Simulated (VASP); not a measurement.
TaSi (relaxed from the rocksalt structure, space group Fm-3m): computed properties

Level of theory: PBEsol GGA, VASP's PBE PAW potentials (set 64) (plane waves; VASP).

For TaSi, the space group is Fm-3m (225). The cell is a = b = c = 5.105 Å, α = β = γ = 90.00° and the volume per atom comes out as 16.63 Å³/atom. The band gap (over mesh and band path) comes out as none (metal, semimetal or under 0.01 eV) and the band gap with spin-orbit coupling is none (metallic). The density is 10.44 g/cm³.

```yaml
crystal:
  lattice:
    - [0.00000, 2.55249, 2.55249]
    - [2.55249, 0.00000, 2.55249]
    - [2.55249, 2.55249, 0.00000]
  atoms:
    - { symbol: Si, position: [0.00000, 0.00000, 0.00000] }
    - { symbol: Ta, position: [0.50000, 0.50000, 0.50000] }
```

Unless said otherwise, spin-orbit coupling is left out, though it shifts the bands of the heavy elements here.

The structure was generated: TaSi was put into the rocksalt type (Fm-3m), which need not be its known phase. It was relaxed first, which changed the volume by -21 %. Symmetry was kept, so distortions that lower it aren't found. The electron count is odd and the run is not spin-polarised, which forces a metal.
